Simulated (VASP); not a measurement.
**KNa with r2SCAN: from relaxation to properties**

Aim: relax KNa, then compute properties on the relaxed cell. The steps: relaxing cell and atoms (r2SCAN), second relaxation, density, ELF and potential (r2SCAN), band structure (r2SCAN), total and projected DOS (r2SCAN), field gradients at the nuclei (r2SCAN) and elastic constants (r2SCAN). The cell is invented: it takes the structure of a Materials Project entry for K (space group 225 there), with some of its atoms replaced by other elements, volume scaled by an estimate. It may not be a known or stable phase. Left out of this account: 1 further run (relaxation: a spoilt try).

Calculated with VASP 6.6.1; r2SCAN; plane waves and PAW (K_sv, Na_pv); invented cell.

Most raw output is cut from this account.

## (1) Set-up

Before any relaxation, the start is as follows. The structure is trigonal, space group R-3m (No. 166). Conventional cell: a = 4.356 Å, b = 4.356 Å, c = 21.340 Å, α = 90.00°, β = 90.00°, γ = 120.00°. K has 6 K at 4.36 Å and 6 Na at 4.36 Å nearest. Na has 6 Na at 4.36 Å and 6 K at 4.36 Å nearest. It derives from K. it takes the structure of a Materials Project entry for K (space group 225 there), with some of its atoms replaced by other elements, volume scaled by an estimate. Farther neighbours are not listed.

As a file:

```cif
data_structure
_symmetry_space_group_name_H-M 'R-3m:H'
_symmetry_Int_Tables_number 166
_cell_length_a 4.3560
_cell_length_b 4.3560
_cell_length_c 21.3399
_cell_angle_alpha 90.000
_cell_angle_beta 90.000
_cell_angle_gamma 120.000
_cell_volume 350.67
loop_
_atom_site_label
_atom_site_type_symbol
_atom_site_symmetry_multiplicity
_atom_site_Wyckoff_symbol
_atom_site_fract_x
_atom_site_fract_y
_atom_site_fract_z
_atom_site_occupancy
K1 K 3 b 0.33333 0.66667 0.16667 1
Na1 Na 3 a 0.00000 0.00000 0.00000 1
```

## (2) Relaxing cell and atoms (r2SCAN)

The start need not lie at this functional's minimum. ISIF = 3 frees volume, shape and positions, and EDIFFG sets the threshold on forces and stress at which the search stops. r2SCAN adds the kinetic-energy density, costs more than a GGA and is run with LASPH.

Contents of INCAR:

```
SYSTEM = KNa
PREC = Accurate
ENCUT = 400
EDIFF = 1E-06
NELM = 100
ISMEAR = -1
SIGMA = 0.05
LREAL = .FALSE.
ALGO = Normal
METAGGA = R2SCAN
LASPH = .TRUE.
LORBIT = 11
LWAVE = .FALSE.
LCHARG = .FALSE.
IBRION = 2
NSW = 60
ISIF = 3
EDIFFG = -0.01
```

Contents of POSCAR:

```
KNa
1.0
    2.1779970000      1.2574670000      7.1133080000
   -2.1779970000      1.2574670000      7.1133080000
    0.0000000000     -2.5149340000      7.1133080000
K Na
1 1
Direct
    0.5000000000      0.5000000000      0.5000000000
    0.0000000000      0.0000000000      0.0000000000
```

Contents of KPOINTS:

```
Automatic mesh
0
Gamma
5 5 5
0 0 0
```

The projector-augmented-wave data sets are K_sv and Na_pv (PBE family, release 64).

Run with:

```
mpirun -np 1 vasp_std
```

The job ended after 5.6 min (1 MPI rank of Intel Xeon 6975P-C (Granite Rapids), shared host; peak memory 0.38 GiB).

The k-mesh is coarse for a metal. The PAW data sets were made with PBE, which is usual practice but a small mismatch for other functionals. The run keeps the 12 symmetry operations of its start, so it cannot find a distortion of lower symmetry.

The steps of the relaxation:

| step | energy less that of the first step (eV) | largest force (eV/Å) | pressure (GPa) | volume (Å³) |
| --- | --- | --- | --- | --- |
| 1 | 0.0000 | 0.0000 | -0.29 | 116.89 |
| 2 | -0.0031 | 0.0000 | -0.24 | 115.13 |
| 3 | -0.0077 | 0.0000 | -0.01 | 109.94 |

| conventional cell, symmetrised | before | after | change |
| --- | --- | --- | --- |
| a (Å) | 4.356 | 4.280 | -1.7 % |
| b (Å) | 4.356 | 4.280 | -1.7 % |
| c (Å) | 21.340 | 20.788 | -2.6 % |
| volume (Å³/atom) | 58.44 | 54.97 | -5.9 % |

The relaxed structure:

```cif
data_structure
_symmetry_space_group_name_H-M 'P 1'
_symmetry_Int_Tables_number 1
_cell_length_a 7.3567
_cell_length_b 7.3567
_cell_length_c 7.3567
_cell_angle_alpha 33.825
_cell_angle_beta 33.825
_cell_angle_gamma 33.825
_cell_volume 109.94
loop_
_atom_site_label
_atom_site_type_symbol
_atom_site_fract_x
_atom_site_fract_y
_atom_site_fract_z
_atom_site_occupancy
K1 K 0.50000 0.50000 0.50000 1
Na2 Na 0.00000 0.00000 0.00000 1
```

This step gave:

- electrons: 16
- bands: 12
- irreducible k-points: 19
- symmetry operations: 12
- free energy (TOTEN): -9.502 eV
- energy at zero smearing: -9.499 eV
- Fermi energy: 0.1089 eV
- pressure: -0.009337 GPa
- metallic: yes
- SCF cycles over all ionic steps: 36

It ends with forces that vanish by symmetry and a pressure of -0.01 GPa.

## (3) Second relaxation

The basis stayed that of the start cell while the cell moved. A rerun from the cell reached resets it; the error of the finite cutoff stays.

INCAR is that of step 2.

Contents of POSCAR:

```
KNa
1.0
    2.1401115222      1.2355938172      6.9292005114
   -2.1401115222      1.2355938172      6.9292005114
    0.0000000000     -2.4711876345      6.9292005114
K Na
1 1
Direct
    0.5000000000      0.5000000000      0.5000000000
    0.0000000000      0.0000000000      0.0000000000
```

KPOINTS is that of step 2.

Run with:

```
mpirun -np 1 vasp_std
```

The job ended after 2.5 min (1 MPI rank; peak memory 0.34 GiB).

Little changed from the start: no atom moved by 0.005 Å and no cell edge by 0.1 %.

This step gave:

```
free energy (TOTEN)             : -9.500 eV
energy at zero smearing         : -9.496 eV
Fermi energy                    : 0.1142 eV
pressure                        : -0.02488 GPa
SCF cycles over all ionic steps : 21
```

It ends with forces that vanish by symmetry and a pressure of -0.02 GPa.

## (4) Density, ELF and potential (r2SCAN)

The relaxed cell gets a fresh self-consistent run, on a basis set for its own volume, to fix the density and to check the remaining stress.

Changes to INCAR since step 3:

```diff
@@ -13,6 +13,5 @@
 LWAVE = .FALSE.
-LCHARG = .FALSE.
-IBRION = 2
-NSW = 60
-ISIF = 3
-EDIFFG = -0.01
+LCHARG = .TRUE.
+ISIF = 2
+LELF = .TRUE.
+LVHAR = .TRUE.
```

Contents of POSCAR:

```
KNa
1.0
    2.1387490378      1.2348071867      6.9246673495
   -2.1387490378      1.2348071867      6.9246673495
    0.0000000000     -2.4696143736      6.9246673495
K Na
1 1
Direct
    0.5000000000      0.5000000000      0.5000000000
    0.0000000000      0.0000000000      0.0000000000
```

KPOINTS is that of step 3.

Run with:

```
mpirun -np 1 vasp_std
```

It took 1.7 min on 1 MPI rank; peak memory 0.34 GiB.

Numbers from this step:

```yaml
scf_cycles: 15
pressure: -0.02838 GPa
```

Valence electrons inside each PAW sphere by angular momentum. Sphere charges, by row:

| atom | s (e) | p (e) | d (e) | tot (e) |
| --- | --- | --- | --- | --- |
| K1 | 1.981 | 5.66 | 0.008 | 7.649 |
| Na2 | 0.078 | 5.962 | 0 | 6.04 |

ELF in the ac plane of the conventional cell at fractional y = 0.000, with atoms of K and Na within 0.2 Å of it. It is the smooth field of the valence electrons, not physical close to the nuclei.

Ten even steps from '0' (0.03) to '9' (0.79), each cell a mean:
```
12100466520022
12235555554322
76531000012456
53100012100024
43100011000024
66532111123456
77765433456677
77642000013667
66652100013666
23345555555432
43200245310134
79961001004898
89951012003799
22101356420012
34455544455544
76642000013567
77652100013667
77666544456677
65421000012356
43100012100024
54100011000025
66542111123466
11124666653211
12200366510131
```
Columns run along a (4.3 Å), rows up along c (20.8 Å), edges of the conventional cell, whose origin can differ from the input's. Atoms in or near the plane, at fractional coordinates: K at (0.00, 0.50), Na at (0.00, 0.00).

Electrostatic potential energy in the ac plane of the conventional cell at fractional y = 0.000, with atoms of K and Na within 0.2 Å of it. With pseudopotentials it is smooth inside the atoms' cores, unlike the true potential.

Ten even steps from '_' (-16 eV) to '@' (3 eV), each cell a mean:
```
__..--##%%@@@@@@@@@@%%**::..
%%%%%%@@@@@@@@@@@@@@@@%%%%%%
@@@@@@@@@@%%%%%%%%@@@@@@@@@@
@@@@%%%%%%##########%%%%@@@@
@@@@@@%%%%########%%%%%%@@@@
@@@@@@@@@@@@%%%%@@@@@@@@@@@@
@@@@@@@@@@@@@@@@@@@@@@@@@@@@
@@@@@@@@@@%%%%%%%%%%@@@@@@@@
@@@@@@@@@@%%%%%%%%%%@@@@@@@@
@@@@@@@@@@@@@@@@@@@@@@@@@@@@
****##%%%%@@@@@@@@@@%%##****
____::==##%%%%%%%%##**--..__
__..::++##%%%%@@%%%%**==..__
####%%%%@@@@@@@@@@@@%%%%####
@@@@@@@@@@@@@@@@@@@@@@@@@@@@
@@@@@@@@@@%%%%%%%%%%@@@@@@@@
@@@@@@@@@@%%%%%%%%%%@@@@@@@@
@@@@@@@@@@@@@@@@@@@@@@@@@@@@
@@@@@@@@@@%%%%%%%%@@@@@@@@@@
@@@@%%%%%%##########%%%%@@@@
@@@@@@%%%%########%%%%%%@@@@
@@@@@@@@@@@@@@@@@@@@@@@@@@@@
####%%%%@@@@@@@@@@@@@@%%%%##
____::**%%@@@@@@@@%%##++..__
```
Columns run along a (4.3 Å; values clipped at the 3rd and 97th percentile), rows up along c (20.8 Å), edges of the conventional cell, whose origin can differ from the input's. Atoms in or near the plane, at fractional coordinates: K at (0.00, 0.50), Na at (0.00, 0.00).

Valence density in the ac plane of the conventional cell at fractional y = 0.000, with atoms of K and Na within 0.2 Å of it. It is the smooth field of the valence electrons, not physical close to the nuclei.

Ten steps, logarithmic in the rise over the least value, from '_' (0.02 × 1e0 e/Å³) to '@' (6.39 × 1e0 e/Å³), each cell a mean:
```
@@##==..______________::**%%
____________________________
____________________________
__________........__________
____________......__________
____________________________
____________________________
____________________________
____________________________
____________________________
--::..________________..::--
%%%%**==..__________::++##%%
%%##**--..__________::==**%%
::..____________________....
____________________________
____________________________
____________________________
____________________________
____________________________
__________........__________
____________......__________
____________________________
..________________________..
@@%%++..______________::##@@
```
Columns run along a (4.3 Å), rows up along c (20.8 Å), edges of the conventional cell, whose origin can differ from the input's. Atoms in or near the plane, at fractional coordinates: K at (0.00, 0.50), Na at (0.00, 0.00).

In this run the pressure is -0.03 GPa, small enough to go on.

## (5) Band structure (r2SCAN)

Levels along the symmetry lines show where the bands peak and cross; KPOINTS_OPT computes them in the converged potential.

Changes to INCAR since step 4:

```diff
@@ -13,5 +13,2 @@
 LWAVE = .FALSE.
-LCHARG = .TRUE.
-ISIF = 2
-LELF = .TRUE.
-LVHAR = .TRUE.
+LCHARG = .FALSE.
```

POSCAR is that of step 4.

KPOINTS is that of step 4.

Contents of KPOINTS_OPT:

```
Line mode
16
Line-mode
Reciprocal
  0.00000000   0.00000000   0.00000000 GAMMA
  0.50000000   0.00000000   0.00000000 L

  0.50000000   0.00000000   0.00000000 L
  0.50000000   0.18786537  -0.18786537 B1

  0.81213463   0.50000000   0.18786537 B
  0.50000000   0.50000000   0.50000000 Z

  0.50000000   0.50000000   0.50000000 Z
  0.00000000   0.00000000   0.00000000 GAMMA

  0.00000000   0.00000000   0.00000000 GAMMA
  0.34393268   0.00000000  -0.34393268 X

  0.65606732   0.34393268   0.00000000 Q
  0.50000000   0.50000000   0.00000000 F

  0.50000000   0.50000000   0.00000000 F
  0.65606732   0.65606732   0.18786537 P1

  0.65606732   0.65606732   0.18786537 P1
  0.50000000   0.50000000   0.50000000 Z

  0.50000000   0.00000000   0.00000000 L
  0.81213463   0.34393268   0.34393268 P
```

Run with:

```
mpirun -np 1 vasp_std
```

The job ended after 5.9 min (1 MPI rank; peak memory 0.34 GiB).

Electronic bands along the path, in eV, zero at the Fermi level; # counts the bands kept:

| point | #1 | #2 | #3 |
| --- | --- | --- | --- |
| Γ | -2.79 | 0.52 | 0.65 |
| 0.47 of the way | -2.08 | 0.66 | 1.64 |
| L | 0.17 | 0.35 | 1.61 |
| 0.53 of the way | 0.54 | 0.61 | 1.89 |
| B1 | 1.14 | 1.24 | 1.25 |
| jump to B | 1.14 | 1.24 | 1.25 |
| 0.47 of the way | -1.08 | -0.67 | 2.94 |
| Z | -2.00 | -1.75 | 3.20 |
| 0.53 of the way | -2.59 | -0.71 | 2.03 |
| Γ | -2.79 | 0.52 | 0.65 |
| 0.53 of the way | -1.53 | 1.30 | 1.84 |
| X | 1.13 | 1.17 | 1.34 |
| jump to Q | 1.13 | 1.17 | 1.34 |
| 0.53 of the way | 0.64 | 0.64 | 1.59 |
| F | 0.44 | 0.50 | 1.43 |
| 0.47 of the way | 0.44 | 0.52 | 1.14 |
| P1 | 0.37 | 0.61 | 0.84 |
| 0.53 of the way | -1.47 | -1.11 | 3.41 |
| Z | -2.00 | -1.75 | 3.20 |
| jump to L | 0.17 | 0.35 | 1.61 |
| 0.47 of the way | 0.25 | 0.40 | 1.29 |
| P | 0.37 | 0.61 | 0.84 |

Of the projections kept (K, Na), the largest for each band there; the rest of the weight can lie on other orbitals:

| point | #1 | #2 | #3 |
| --- | --- | --- | --- |
| Γ | Na 0.65 | K 0.59 | K 0.65 |
| L | K 0.62 | Na 0.62 | K 0.82 |
| B1 | Na 0.55 | K 0.80 | K 0.53 |
| B | Na 0.55 | K 0.80 | K 0.53 |
| Z | Na 0.83 | K 0.85 | K 0.92 |
| Γ | Na 0.65 | K 0.59 | K 0.65 |

There is no gap at this level.

Of the bands kept, 2 cross the Fermi level on this path.

## (6) Total and projected DOS (r2SCAN)

A density of states needs more k-points than a total energy; ISMEAR = -5 takes tetrahedra, and LORBIT projects the states on the PAW spheres. The mesh is finer than in the run before.

Changes to INCAR since step 5:

```diff
@@ -5,3 +5,3 @@
 NELM = 100
-ISMEAR = -1
+ISMEAR = -5
 SIGMA = 0.05
@@ -14 +14,2 @@
 LCHARG = .FALSE.
+NEDOS = 2001
```

POSCAR is that of step 5.

Contents of KPOINTS:

```
Automatic mesh
0
Gamma
8 8 8
0 0 0
```

Run with:

```
mpirun -np 1 vasp_std
```

Wall time 3.9 min (1 MPI rank); peak memory 0.37 GiB.

With tetrahedra the forces and stress of a metal are not exact derivatives of the energy.

This step gave:

```
irreducible k-points   : 65
free energy (TOTEN)    : -9.455 eV
Fermi energy           : 0.0748 eV
pressure               : 0.001324 GPa
DOS at the Fermi level : 1.494 states/eV/cell
```

The density of states has structure finer than the step of the table below, so its rows give means over 0.25 eV, whole bins alone (the curve runs from -12 to 2.59 eV). Peaks (eV: height): total 0.075: 1.52, 1.035: 2.14, 2.059: 2.23; K d 2.059: 0.146.

States under -12.0 eV and over 2.6 eV are left out. The density of states by energy, zero at the Fermi level; means over each step; values in states/eV/cell:

| energy (eV) | total | K d |
| --- | --- | --- |
| -3.00 | 0 | 0 |
| -2.75 | 0.0277 | 0 |
| -2.50 | 0.258 | 0 |
| -2.25 | 0.407 | 1.6e-5 |
| -2.00 | 0.554 | 3.8e-4 |
| -1.75 | 0.598 | 7.7e-4 |
| -1.50 | 0.680 | 0.00131 |
| -1.25 | 0.771 | 0.00220 |
| -1.00 | 0.854 | 0.00330 |
| -0.75 | 0.927 | 0.00487 |
| -0.50 | 1.02 | 0.00686 |
| -0.25 | 1.19 | 0.0105 |
| 0.00 | 1.47 | 0.0165 |
| 0.25 | 1.28 | 0.0167 |
| 0.50 | 1.22 | 0.0186 |
| 0.75 | 1.43 | 0.0285 |
| 1.00 | 1.86 | 0.0515 |
| 1.25 | 1.66 | 0.0659 |
| 1.50 | 1.59 | 0.0825 |
| 1.75 | 1.85 | 0.115 |
| 2.00 | 2.03 | 0.134 |
| 2.25 | 1.88 | 0.135 |

The finer mesh and the other smearing move the Fermi level by -0.04 eV from the 5×5×5 run, a small shift, which tests the Fermi level alone.

## (7) Field gradients at the nuclei (r2SCAN)

Field gradients probe how far the charge around each nucleus departs from cubic symmetry; LASPH keeps the non-spherical terms inside the spheres.

Contents of INCAR:

```
SYSTEM = KNa
PREC = Accurate
ENCUT = 400
EDIFF = 1E-07
NELM = 100
ISMEAR = -1
SIGMA = 0.05
LREAL = .FALSE.
ALGO = Normal
METAGGA = R2SCAN
LASPH = .TRUE.
LORBIT = 11
LWAVE = .FALSE.
LCHARG = .FALSE.
LEFG = .TRUE.
```

POSCAR is that of step 6.

Contents of KPOINTS:

```
Automatic mesh
0
Gamma
5 5 5
0 0 0
```

Run with:

```
mpirun -np 1 vasp_std
```

The job ended after 86 s (1 MPI rank; peak memory 0.33 GiB).

Numbers from this step:

```
SCF cycles           : 17
irreducible k-points : 19
free energy (TOTEN)  : -9.500 eV
Fermi energy         : 0.1142 eV
pressure             : -0.02851 GPa
```

Electric field gradients, by row:

| atom | Vxx (V/Å²) | Vyy (V/Å²) | Vzz (V/Å²) | asymmetry |
| --- | --- | --- | --- | --- |
| K1 | 4.959 | 4.959 | -9.918 | 0 |
| Na2 | -0.918 | -0.917 | 1.834 | 0.001 |

The largest gradient, -9.92 V/Å², sits on K1; times the quadrupole moment of a nucleus that has one, it gives the coupling that NMR and NQR see.

## (8) Elastic constants (r2SCAN)

IBRION = 6 with ISIF = 3 strains the cell both ways at fixed fractional positions, and adds the ions' share afterwards from the force constants. Stress converges slowly with the basis, so the cutoff is raised.

Changes to INCAR since step 7:

```diff
@@ -2,3 +2,3 @@
 PREC = Accurate
-ENCUT = 400
+ENCUT = 500
 EDIFF = 1E-07
@@ -14,2 +14,6 @@
 LCHARG = .FALSE.
-LEFG = .TRUE.
+IBRION = 6
+NFREE = 2
+POTIM = 0.015
+ISIF = 3
+NSW = 1
```

POSCAR is that of step 7.

KPOINTS is that of step 7.

Run with:

```
mpirun -np 1 vasp_std
```

Wall time 20 min (1 MPI rank); peak memory 0.48 GiB.

The run was stopped at its time limit, by a STOPCAR file.

More ranks or a longer limit would be the way on.

## (9) Outcome

* relaxed volume: 54.86 Å³/atom
* relaxed conventional cell a, b, c: 4.277, 4.277, 20.774 Å; angles 90.0, 90.0, 120.0°
* space group after relaxing, within 0.02 Å: R-3m (No. 166)
* band gap: none, a metal
* DOS at the Fermi level: 1.49 states/eV/cell
* largest field gradient Vzz: -9.92 V/Å² on K1

What this shows: With r2SCAN, KNa relaxes to 54.86 Å³/atom in space group R-3m (held by the symmetry of the run) and comes out as a metal. Not obtained: elastic constants (r2SCAN), because the run hit its time limit. Band structure (r2SCAN): Of the bands kept, 2 cross the Fermi level on this path. The k-sampling is coarse for a metal, so the Fermi level, pressures and the shape of the cell carry errors. No search among competing phases was made. All values are for a static lattice at zero temperature.

[Lines on the potential files, build, host, timing and source positions are cut from VASP's logs without a mark.]

[Logs are printed without paths, hosts, clocks, repeated set-up lines and the standing remarks that a program may print on its own settings, such as how far it seeks lower states.]

[Hosts, paths, dates, database ids (printed as entryN), source tags and the programs' standing remarks are cut or masked in the printed files.]

[A measured line is paired with the nearest computed mode of its activity, which favours agreement.]
